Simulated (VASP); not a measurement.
```xyz
2
Lattice="0.0000 2.8962 2.8962 2.8962 0.0000 2.8962 2.8962 2.8962 0.0000" Properties=species:S:1:pos:R:3 pbc="T T T"
Ga     0.0000     0.0000     0.0000
As     1.4481     1.4481     1.4481
```

These are revPBE GGA, VASP's PBE PAW potentials (set 64) (plane waves; VASP) values and carry that method's errors. Settings: 520 eV cut-off, 9×9×9 Γ-centred mesh, tetrahedra with Blöchl corrections, potentials Ga_d As.

Q: Predict the energy per atom (σ→0), band gap (on the k-mesh) with the smallest direct gap where there is one.

A: 
band gap (on the k-mesh): 0.08 eV
smallest direct gap (on the k-mesh): 0.08 eV
energy per atom (σ→0): -3848 meV/atom

Total energies compare only between runs with the same potentials, cut-off and functional.

The compound is GaAs in the zinc blende structure. It was relaxed first, which changed the volume by +8 %.
